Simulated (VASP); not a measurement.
Level of theory: PBE GGA, VASP's PBE PAW potentials (set 64) (plane waves; VASP).

The input files of a VASP run:

INCAR:
```
SYSTEM = Ge(SbTe2)2
PREC = Accurate; ENCUT = 180; LREAL = F
LASPH = T
EDIFF = 1E-6; NELM = 100; ALGO = Normal
LMAXMIX = 4
ISMEAR = -1; SIGMA = 0.1
GGA = PE
ISIF = 2
LWAVE = F; LCHARG = F
```

**POSCAR**
```
Ge(SbTe2)2
1
    2.1147180000     1.2209330000    13.7679500000
   -2.1147180000     1.2209330000    13.7679500000
    0.0000000000    -2.4418660000    13.7679500000
Ge Sb Te
1 2 4
Direct
  0.0000000000   0.0000000000   0.0000000000
  0.4273000000   0.4273000000   0.4273000000
  0.5727000000   0.5727000000   0.5727000000
  0.1327000000   0.1327000000   0.1327000000
  0.8673000000   0.8673000000   0.8673000000
  0.2898000000   0.2898000000   0.2898000000
  0.7102000000   0.7102000000   0.7102000000
```

### KPOINTS
```
Automatic mesh
0
Gamma
5 5 5
0 0 0
```

POTCAR, in this order: Ge_d Sb Te (PBE.64 set). Program: vasp_std.

What VASP printed:

OSZICAR:
```
       N       E                     dE             d eps       ncg     rms          rms(c)
DAV:   1     0.173594655031E+03    0.17359E+03   -0.11589E+04  1216   0.709E+02
DAV:   2    -0.844280889864E+01   -0.18204E+03   -0.17703E+03  1316   0.187E+02
DAV:   3    -0.212878804016E+02   -0.12845E+02   -0.12560E+02  1276   0.511E+01
DAV:   4    -0.216424337989E+02   -0.35455E+00   -0.34824E+00  1324   0.811E+00
DAV:   5    -0.216518925127E+02   -0.94587E-02   -0.93240E-02  1296   0.129E+00    0.120E+01
DAV:   6    -0.209747240838E+02    0.67717E+00   -0.17839E+00  1424   0.911E+00    0.745E+00
DAV:   7    -0.209725648629E+02    0.21592E-02   -0.95157E-01  1312   0.616E+00    0.275E+00
DAV:   8    -0.209531711018E+02    0.19394E-01   -0.15375E-01  1412   0.215E+00    0.724E-01
DAV:   9    -0.209425201509E+02    0.10651E-01   -0.64516E-02  1312   0.146E+00    0.448E-01
DAV:  10    -0.209431339656E+02   -0.61381E-03   -0.56207E-03  1392   0.364E-01    0.284E-01
DAV:  11    -0.209432073670E+02   -0.73401E-04   -0.10120E-03  1392   0.168E-01    0.836E-02
DAV:  12    -0.209432680476E+02   -0.60681E-04   -0.37385E-04  1240   0.100E-01    0.465E-02
DAV:  13    -0.209432669635E+02    0.10842E-05   -0.30069E-05  1268   0.248E-02    0.327E-02
DAV:  14    -0.209432673524E+02   -0.38896E-06   -0.56829E-06  1196   0.125E-02
   1 F= -.20943267E+02 E0= -.20934906E+02  d E =-.167218E-01
```

**OUTCAR**
```
------------------------ aborting loop because EDIFF is reached ----------------------------------------
  FORCE on cell =-STRESS in cart. coord.  units (eV):
  Direction    XX          YY          ZZ          XY          YZ          ZX
  --------------------------------------------------------------------------------------
  Total      -41.1091276    -41.1091272    -42.3199428      0.0000000      0.0000000      0.0000000
  in kB     -308.8047829   -308.8047796   -317.9002212      0.0000000      0.0000000      0.0000000
  external PRESSURE =    -311.8365946 kB  Pullay stress =       0.0000000 kB
  volume of cell :      213.29
      direct lattice vectors                 reciprocal lattice vectors
     2.114718000  1.220933000 13.767950000     0.236438144  0.136507627  0.024210818
    -2.114718000  1.220933000 13.767950000    -0.236438144  0.136507627  0.024210818
     0.000000000 -2.441866000 13.767950000     0.000000000 -0.273015254  0.024210818
 POSITION                                       TOTAL-FORCE (eV/Angst)
 -----------------------------------------------------------------------------------
      0.00000      0.00000      0.00000         0.000000      0.000000      0.000000
      0.00000      0.00000     17.64914         0.000000      0.000000     -1.014559
      0.00000      0.00000     23.65471         0.000000     -0.000000      1.014559
      0.00000      0.00000      5.48102         0.000000      0.000000      0.712207
      0.00000      0.00000     35.82283         0.000000     -0.000000     -0.712207
      0.00000      0.00000     11.96986         0.000000      0.000000      0.289031
      0.00000      0.00000     29.33399         0.000000      0.000000     -0.289031
 -----------------------------------------------------------------------------------
    total drift:                                0.000000      0.000000     -0.000000
  FREE ENERGIE OF THE ION-ELECTRON SYSTEM (eV)
  ---------------------------------------------------
  free  energy   TOTEN  =       -20.9432673524 eV

  energy  without entropy=      -20.9265455547  energy(sigma->0) =      -20.93490645
```
(Selected blocks of OUTCAR.)

**OUTCAR**
```
 val. band max:        6.6067697466   @ k =   0.4000   0.4000   0.4000

 cond. band min:       6.9757101078   @ k =   0.4000   0.4000   0.4000


 Fermi energy:         6.7010597009

 k-point     1 :       0.0000    0.0000    0.0000
  band No.  band energies     occupation
      1     -20.3519      2.00000
      2     -20.3519      2.00000
      3     -20.3230      2.00000
      4     -20.2237      2.00000
      5     -20.2237      2.00000
      6      -6.9358      2.00000
      7      -6.5831      2.00000
      8      -5.7248      2.00000
      9      -4.7876      2.00000
     10      -2.4641      2.00000
     11      -0.9711      2.00000
     12      -0.0139      2.00000
     13       3.9868      2.00000
     14       4.2486      2.00000
     15       4.2486      2.00000
     16       4.4087      2.00000
     17       4.4112      2.00000
     18       4.4112      2.00000
     19       5.2610      2.00000
     20       5.2610      2.00000
     21       5.4372      1.99999
     22       5.4372      1.99999
     23       5.5701      1.99998
     24       6.4965      1.77105
     25       7.0665      0.05045
     26       7.2821      0.00597
     27       7.2821      0.00597
     28       7.4303      0.00136

 k-point     2 :       0.2000    0.0000    0.0000
  band No.  band energies     occupation
      1     -20.4520      2.00000
      2     -20.4073      2.00000
      3     -20.3617      2.00000
      4     -20.3454      2.00000
      5     -20.3426      2.00000
      6      -6.5693      2.00000
      7      -6.2301      2.00000
      8      -5.4141      2.00000
      9      -4.5959      2.00000
     10      -2.3658      2.00000
     11      -1.4415      2.00000
     12      -0.5068      2.00000
     13       2.2095      2.00000
     14       2.7910      2.00000
     15       3.3973      2.00000
     16       3.5499      2.00000
     17       3.7532      2.00000
     18       3.7986      2.00000
     19       4.4691      2.00000
     20       4.7998      2.00000
...
```

At this cut-off the stress carries a Pulay error, which pulls relaxed volumes low. Unless said otherwise, spin-orbit coupling is left out, though it shifts the bands of the heavy elements here.

The structure was generated: GeSb2Te4 was put into an ordered model structure, which need not be its known phase. The cell was not relaxed at this level. The run is one of a series of settings (ENCUT = 180 against the base run), some of them coarse on purpose.
